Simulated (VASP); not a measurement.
Level of theory: PW91 GGA, VASP's PBE PAW potentials (set 64) (plane waves; VASP).

VASP ran on this input.

### POSCAR
```
NaI
1.0
  0.0000000000   3.1971435775   3.1971435775
  3.1971435775   0.0000000000   3.1971435775
  3.1971435775   3.1971435775   0.0000000000
Na I
1 1
Direct
  0.0000000000   0.0000000000   0.0000000000
  0.5000000000   0.5000000000   0.5000000000
```

File KPOINTS:
```
Automatic mesh
0
Gamma
7 7 7
0 0 0
```

INCAR:
```
ALGO  =  Normal
EDIFF  =  1E-7
ENCUT  =  520
GGA  =  91
ISIF  =  2
ISMEAR  =  0
LASPH  =  .TRUE.
LCHARG  =  .FALSE.
LMAXMIX  =  4
LREAL  =  .FALSE.
LWAVE  =  .FALSE.
NELM  =  100
PREC  =  Accurate
SIGMA  =  0.05
SYSTEM  =  NaI
```

POTCAR, in this order: Na_pv I (PBE.64 set). Program: vasp_std.

Output of the run:

**OSZICAR**
```
       N       E                     dE             d eps       ncg     rms          rms(c)
DAV:   1     0.819217867528E+02    0.81922E+02   -0.68705E+03   440   0.114E+03
DAV:   2     0.136995086495E+01   -0.80552E+02   -0.75440E+02   459   0.239E+02
DAV:   3    -0.529131355202E+01   -0.66613E+01   -0.66295E+01   536   0.721E+01
DAV:   4    -0.548136895816E+01   -0.19006E+00   -0.18994E+00   543   0.128E+01
DAV:   5    -0.548528578683E+01   -0.39168E-02   -0.39168E-02   526   0.180E+00    0.181E+00
DAV:   6    -0.543339774545E+01    0.51888E-01   -0.72462E-02   500   0.172E+00    0.122E+00
DAV:   7    -0.542611268825E+01    0.72851E-02   -0.64012E-02   509   0.157E+00    0.557E-01
DAV:   8    -0.542760379916E+01   -0.14911E-02   -0.40384E-03   467   0.618E-01    0.149E-01
DAV:   9    -0.542758318503E+01    0.20614E-04   -0.12605E-04   515   0.119E-01    0.513E-02
DAV:  10    -0.542759277662E+01   -0.95916E-05   -0.39837E-05   500   0.769E-02    0.100E-02
DAV:  11    -0.542759172203E+01    0.10546E-05   -0.48659E-06   506   0.261E-02    0.146E-03
DAV:  12    -0.542759185357E+01   -0.13154E-06   -0.30862E-07   500   0.521E-03    0.778E-04
DAV:  13    -0.542759191945E+01   -0.65876E-07   -0.17820E-08   304   0.985E-04
   1 F= -.54275919E+01 E0= -.54275919E+01  d E =-.252152E-14
```

File OUTCAR:
```
------------------------ aborting loop because EDIFF is reached ----------------------------------------
  FORCE on cell =-STRESS in cart. coord.  units (eV):
  Direction    XX          YY          ZZ          XY          YZ          ZX
  --------------------------------------------------------------------------------------
  Total        0.4524169      0.4524169      0.4524169      0.0000000      0.0000000     -0.0000000
  in kB       11.0900377     11.0900377     11.0900377      0.0000000      0.0000000     -0.0000000
  external PRESSURE =      11.0900377 kB  Pullay stress =       0.0000000 kB
  volume of cell :       65.36
      direct lattice vectors                 reciprocal lattice vectors
     0.000000000  3.197143577  3.197143577    -0.156389598  0.156389598  0.156389598
     3.197143577  0.000000000  3.197143577     0.156389598 -0.156389598  0.156389598
     3.197143577  3.197143577  0.000000000     0.156389598  0.156389598 -0.156389598
  FREE ENERGIE OF THE ION-ELECTRON SYSTEM (eV)
  ---------------------------------------------------
  free  energy   TOTEN  =        -5.4275919194 eV

  energy  without entropy=       -5.4275919194  energy(sigma->0) =       -5.42759192
```
(Selected blocks of OUTCAR.)

The compound is NaI in the rock salt structure. This cell is one point of a volume scan, at 0.94 of the reference volume.
